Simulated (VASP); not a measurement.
A cell of NaF (rock salt) near equilibrium:

```
NaF
1.0
    0.00000     2.31500     2.31500
    2.31500     0.00000     2.31500
    2.31500     2.31500     0.00000
Na F
1 1
Direct
  0.00000   0.00000   0.00000
  0.50000   0.50000   0.50000
```

Level of theory: PBEsol GGA, VASP's PBE PAW potentials (set 64) (plane waves; VASP 6.6.1).

| run | ΔE (meV/atom) | σxx | σyy | σzz | largest shear component, with its sign (GPa) | gap (eV) |
|---|---|---|---|---|---|---|
| as it is | 0.0 | -0.12 | -0.12 | -0.12 | 0.00 | 6.18 |
| after one change | 0.7 | 0.65 | 0.65 | 0.65 | 0.00 | 6.26 |
Stress is in GPa, positive when the cell is compressed; gaps are those on the k-mesh, and 0.00 means metallic.

### Question
What was changed between the two runs?
(A) uniaxial strain of +4.0 % along x
(B) shear strain γ_xy = +1.0 %
(C) isotropic strain of -0.5 %
(D) isotropic strain of +4.0 %

### Answer
C, isotropic strain of -0.5 %

The compound is NaF in the rock salt structure. The cell was not relaxed at this level.
